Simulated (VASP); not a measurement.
Computed with r2SCAN meta-GGA, VASP's PBE PAW potentials (set 64) (plane waves; VASP 6.6.1).

A VASP calculation is set up with these files.

**KPOINTS**
```
Regular mesh
0
gamma
  10 10 10
0 0 0
```

**INCAR**
```
LWAVE=.False.
ALGO=Normal   # blocked Davidson
LASPH=.True.   # aspherical one-centre terms
EDIFFG=-0.01
LCHARG=.False.
SIGMA=0.1   # width (eV)
ISIF=3
IBRION=2
LMIXTAU=.True.
SYSTEM=LaN
LREAL=.False.
NSW=60
METAGGA=R2SCAN
ENCUT=520   # plane-wave cut-off (eV)
NELM=100   # most electronic steps
LMAXMIX=6
EDIFF=1E-6   # SCF stop (eV)
PREC=Accurate
ISMEAR=1   # Methfessel-Paxton
```

### POSCAR
```
LaN
1
    3.1631834716     0.0000000000    -0.0000000000
    0.0000000000     3.1631834716     0.0000000000
   -0.0000000000     0.0000000000     3.1631834716
La N
1 1
Direct
  0.0000000000   0.0000000000   0.0000000000
  0.5000000000   0.5000000000   0.5000000000
```

POTCAR, in this order: La N (PBE.64 set). Program: vasp_std.

Question: What will the output report for the number of irreducible k-points (NKPTS), number of bands (NBANDS), largest plane-wave count, number of space-group operations, FFT grid (NGX, NGY, NGZ)?

Answer: 
| Quantity | Result |
|---|---|
| number of irreducible k-points (NKPTS) | 56 |
| number of bands (NBANDS) | 12 |
| largest plane-wave count | 876 |
| number of space-group operations | 48 |
| FFT grid (NGX, NGY, NGZ) | 24 × 24 × 24 |

The structure was generated: LaN was put into the CsCl type type (Pm-3m), which need not be its known phase. It was relaxed first, which changed the volume by -33 %. The start is the result of an earlier pass.
